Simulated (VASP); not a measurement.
The input files of a VASP run:

### INCAR
```
SYSTEM = Na3Cd
PREC = Accurate
ENCUT = 300
EDIFF = 1E-6
NELM = 100
ALGO = Normal
LREAL = .FALSE.
LASPH = .TRUE.
ISMEAR = -1
SIGMA = 0.1
LMAXMIX = 4
LWAVE = .FALSE.
LCHARG = .FALSE.
ISIF = 2
```

### KPOINTS
```
Automatic mesh
0
Gamma
10 10 10
0 0 0
```

### POSCAR
```
Na3Cd
1
    0.0000000000     3.7987150000     3.7987150000
    3.7987150000     0.0000000000     3.7987150000
    3.7987150000     3.7987150000     0.0000000000
Na Cd
3 1
Direct
  0.2500000000   0.2500000000   0.2500000000
  0.7500000000   0.7500000000   0.7500000000
  0.5000000000   0.5000000000   0.5000000000
  0.0000000000   0.0000000000   0.0000000000
```

POTCAR, in this order: Na_pv Cd (LDA.64 set). Program: vasp_std.

Write an equivalent input for Quantum ESPRESSO's pw.x.

One equivalent input (not run):
```
&CONTROL
  calculation = 'scf'
  pseudo_dir = './pseudo'
  outdir = './out'
  tprnfor = .true.
  tstress = .true.
/
&SYSTEM
  ibrav = 0
  nat = 4
  ntyp = 2
  ecutwfc = 102
  occupations = 'smearing'
  smearing = 'fermi-dirac'
  degauss = 0.00735
  input_dft = 'pz'
/
&ELECTRONS
  conv_thr = 7.3e-08
  electron_maxstep = 100
/
ATOMIC_SPECIES
  Na 22.990 Na.upf
  Cd 112.414 Cd.upf
CELL_PARAMETERS angstrom
     0.0000000    3.7987150    3.7987150
     3.7987150    0.0000000    3.7987150
     3.7987150    3.7987150    0.0000000
ATOMIC_POSITIONS crystal
  Na   0.2500000  0.2500000  0.2500000
  Na   0.7500000  0.7500000  0.7500000
  Na   0.5000000  0.5000000  0.5000000
  Cd   0.0000000  0.0000000  0.0000000
K_POINTS automatic
  10 10 10 0 0 0
```
The two are equivalent in intent, not identical: the potentials are each code's own (VASP's PAW set, PseudoDojo norm-conserving files in pw.x), so ENCUT and ecutwfc are chosen apart and not converted; conv_thr bounds pw.x's estimated SCF error, while EDIFF bounds the energy change between steps.

The structure comes from a computed database's Na3Cd entry (Fm-3m); how it stands against other phases isn't given here. The cell was not relaxed at this level, and its volume differs by -5.9 % from the start's.
